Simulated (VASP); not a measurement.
An input for Quantum ESPRESSO's pw.x (written as the equivalent of a VASP run, and not itself run):

```
&CONTROL
  calculation = 'scf'
  pseudo_dir = './pseudo'
  outdir = './out'
  tprnfor = .true.
  tstress = .true.
/
&SYSTEM
  ibrav = 0
  nat = 5
  ntyp = 3
  ecutwfc = 84
  occupations = 'smearing'
  smearing = 'gaussian'
  degauss = 0.003675
  input_dft = 'pbe'
  vdw_corr = 'grimme-d3'
  dftd3_version = 3
  dftd3_threebody = .false.
/
&ELECTRONS
  conv_thr = 7.3e-09
  electron_maxstep = 100
/
ATOMIC_SPECIES
  Ba 137.327 Ba.upf
  Ti 47.867 Ti.upf
  O 15.999 O.upf
CELL_PARAMETERS angstrom
     3.9335817    0.0000000    0.0000000
     0.0000000    3.9335817    0.0000000
     0.0000000    0.0000000    3.9335817
ATOMIC_POSITIONS crystal
  Ba   0.0000000  0.0000000  0.0000000
  Ti   0.5000000  0.5000000  0.5000000
  O    0.5000000  0.0000000  0.5000000
  O    0.0000000  0.5000000  0.5000000
  O    0.5000000  0.5000000  0.0000000
K_POINTS automatic
  6 6 6 0 0 0
```

Q: Write the VASP files for the same calculation (PBE-D3 (zero damping)).

A: One answer among several that fit: 
### POSCAR
```
BaTiO3
1
    3.9335816874     0.0000000000     0.0000000000
    0.0000000000     3.9335816874     0.0000000000
    0.0000000000     0.0000000000     3.9335816874
Ba Ti O
1 1 3
Direct
  0.0000000000   0.0000000000   0.0000000000
  0.5000000000   0.5000000000   0.5000000000
  0.5000000000   0.0000000000   0.5000000000
  0.0000000000   0.5000000000   0.5000000000
  0.5000000000   0.5000000000   0.0000000000
```

INCAR:
```
! general
SYSTEM  = BaTiO3
PREC    = Accurate
ENCUT   = 520
LREAL   = F   ! projection in real space or not
LASPH   = T   ! aspherical one-centre terms

! electronic loop
EDIFF   = 1E-7
NELM    = 100   ! most electronic steps
ALGO    = Normal
LMAXMIX = 4   ! l cut-off of mixed one-centre charges

! smearing
ISMEAR  = 0
SIGMA   = 0.05

! functional
GGA     = PE
IVDW    = 11   ! D3, zero damping

! ions
ISIF    = 2

! output
LWAVE   = F
LCHARG  = F
```

KPOINTS:
```
Automatic mesh
0
Gamma
6 6 6
0 0 0
```

POTCAR, in this order: Ba_sv Ti_sv O (PBE.64 set). Program: vasp_std.

What does not carry over: the potentials are each code's own (VASP's PAW set, PseudoDojo norm-conserving files in pw.x), so ENCUT and ecutwfc are chosen apart and not converted; conv_thr bounds pw.x's estimated SCF error, while EDIFF bounds the energy change between steps.

The compound is BaTiO3 in the cubic perovskite structure, the ideal cubic form; the compound distorts at low or room temperature. This cell is one point of a volume scan, at 0.94 of the reference volume.
